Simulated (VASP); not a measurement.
Consider the following.

```
CELL_PARAMETERS angstrom
      0.00000     1.81390     1.81390
      1.81390     0.00000     1.81390
      1.81390     1.81390     0.00000
ATOMIC_POSITIONS crystal
  C  0.00000 0.00000 0.00000
  C  0.25000 0.25000 0.25000
```

All values below come from PBEsol GGA, VASP's PBE PAW potentials (set 64) (plane waves; VASP 6.6.1). Run with 600 eV cut-off, 12×12×12 Γ-centred mesh, Gaussian smearing of 0.050 eV, potentials C.

**Question.** Give the stress tensor in GPa (positive for a compressed cell).

**Answer.** 
```
-24.56    0.00    0.00
  0.00  -24.56    0.00
  0.00    0.00  -24.56
```
The pressure is its mean diagonal, -24.56 GPa.

The compound is C in the diamond structure. This cell was strained or had an atom moved on purpose.
